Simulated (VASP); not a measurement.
Wanted: the native input for a VASP 6.6.1 run.

```
Task                   : relaxation of cell and atoms
Functional             : r2SCAN
Potentials or basis    : VASP PAW PBE potentials, release 64 (Ta_pv, N)
Cutoff                 : 600 eV
k mesh                 : 14 × 14 × 14
Occupations            : methfessel-paxton, width 0.1 eV
Spin                   : no spin polarisation
Further INCAR settings : ALGO = Normal; EDIFF = 1e-06; IBRION = 2; EDIFFG = -0.01; NSW = 90; ISIF = 3
```

The structure of TaN lies in POSCAR:

```
TaN
1.0
    0.0000000000      2.2113230000      2.2113230000
    2.2113230000      0.0000000000      2.2113230000
    2.2113230000      2.2113230000      0.0000000000
Ta N
1 1
Direct
    0.5000000000      0.5000000000      0.5000000000
    0.0000000000      0.0000000000      0.0000000000
```

The cell comes from a database or a generator and needn't be the stable form of this composition.

One way to write it, as run:

INCAR

```
SYSTEM = TaN
PREC = Accurate ; ENCUT = 600
EDIFF = 1E-6 ; ISMEAR = 1
SIGMA = 0.1 ; LREAL = .FALSE.
LASPH = .TRUE. ; NELM = 80
ALGO = Normal ; ISIF = 3
LWAVE = .FALSE. ; LCHARG = .FALSE.
METAGGA = R2SCAN ; LMIXTAU = .TRUE.
IBRION = 2 ; NSW = 90
EDIFFG = -0.01
```

KPOINTS

```
Automatic mesh
0
G
  14 14 14
  0 0 0
```

Potentials or basis: VASP PAW PBE potentials, release 64 (Ta_pv, N).

The run is started by

```console
$ cat potpaw_PBE.64/Ta_pv/POTCAR potpaw_PBE.64/N/POTCAR > POTCAR
$ mpirun -np 1 vasp_std > vasp.out
```

It gave:

* Relaxed volume: 10.68 Å³/atom
* Relaxed cell: a = 3.114 Å, b = 3.114 Å, c = 3.114 Å, α = 60.00°, β = 60.00°, γ = 60.00°
* Space group after relaxing (to 0.05 Å): Fm-3m (No. 225)
* Energy gained by relaxing: 1.8 meV/atom
* Ionic steps: 3
* Pressure after relaxing: 0.0 GPa
* Band gap on the k mesh: none (metal or under the smearing width)

Caveat: the PAW data sets were made with another functional, which shifts forces and pressure a little.

Run time: 4.7 min on 1 thread of Intel(R) Xeon(R) Platinum 8559C (Emerald Rapids), on a shared host, peak memory 0.22 GiB.
